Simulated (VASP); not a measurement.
**TiO2: stress against strain**

TiO2 (rutile, P4_2/mnm, 10.450 Å³/atom and stress up to 0.24 GPa in the relaxed cell, c along z) under an equal strain ε along x and y, with z held. r2SCAN in VASP (plane waves, PAW), 600 eV, 8×8×10 Γ-centred mesh, Gaussian smearing 0.05 eV; ions are relaxed, or left where forces stay under 0.02 eV/Å, within the symmetry of each cell. Stress is positive for a compressed cell.

Here s stands for strain and y for stress xx.

```csv
strain (%),stress xx (GPa)
-1.50,7.81
-1.00,4.97
-0.50,2.30
0.00,-0.24
0.50,-2.59
1.00,-4.81
1.50,-6.88
3.00,?
```

Taking a straight line for y over the 7 complete rows: Means: s 0, y 0.080. About the means, the sum of products is -34.260 and the sum of squares of s is 7.0000; the slope is their ratio. Least squares gives y = 0.080 - 4.8943·s. Residuals (row less fit): 0.389, -0.004, -0.227, -0.320, -0.223, 0.004, 0.381; standard error 0.316 (degrees of freedom: 5). The slope gives the elastic constants C11 + C12 = 489 ± 12 GPa (± standard error of the fit, which holds the terms cut off).

Predict the withheld y at s = 3.00 from the fit, and compare with the calculation.

y = 0.080 - 4.8943 × 3.0 = -14.603 GPa. The calculation gives -12.21 GPa, 2.393 GPa above the prediction (12.0 % of the range of y in the table). The row lies outside the fitted rows, so this is an extrapolation. From the scatter of the fitted rows alone, a prediction at this place has a standard error of 0.493 GPa, so the miss is 4.9 times that.

A polynomial of degree 2 through the 12 other runs of the series gives -12.16 there, so most of the miss is curvature that the fit leaves out. The primitive cell can neither tilt nor turn polar against its symmetry, as such crystals can under strain. Rows are the converged runs of the series near zero and its far end, less any whose ions stayed unrelaxed beside relaxed ones; series whose fitted rows scatter by over a few per cent of the range, as at a crossing or softening among them, aren't shown in this form. Most that stay on the fit to the last digits aren't either.
